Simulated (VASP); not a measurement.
Data:

```
CsBr
1.0
    4.27043     0.00000     0.00000
    0.00000     4.27043     0.00000
    0.00000     0.00000     4.27043
Cs Br
1 1
Cartesian
  0.00000   0.00000   0.00000
  2.13522   2.13522   2.13522
```

All values below come from optB86b-vdW, VASP's PBE PAW potentials (set 64) (plane waves; VASP). Run with 520 eV cut-off, 7×7×7 Γ-centred mesh, tetrahedra with Blöchl corrections, potentials Cs_sv Br.

Unless said otherwise, spin-orbit coupling is left out, though it shifts the bands of the heavy elements here.

**Question.** What does the run give for the energy per atom (σ→0), band gap (on the k-mesh) with the smallest direct gap where there is one?

**Answer.** 
```yaml
band gap (on the k-mesh): 4.52 eV
smallest direct gap (on the k-mesh): 4.52 eV
energy per atom (σ→0): -851 meV/atom
```

Only differences to runs with the same potentials and settings are physical.

The compound is CsBr in the CsCl type structure. It was relaxed first.
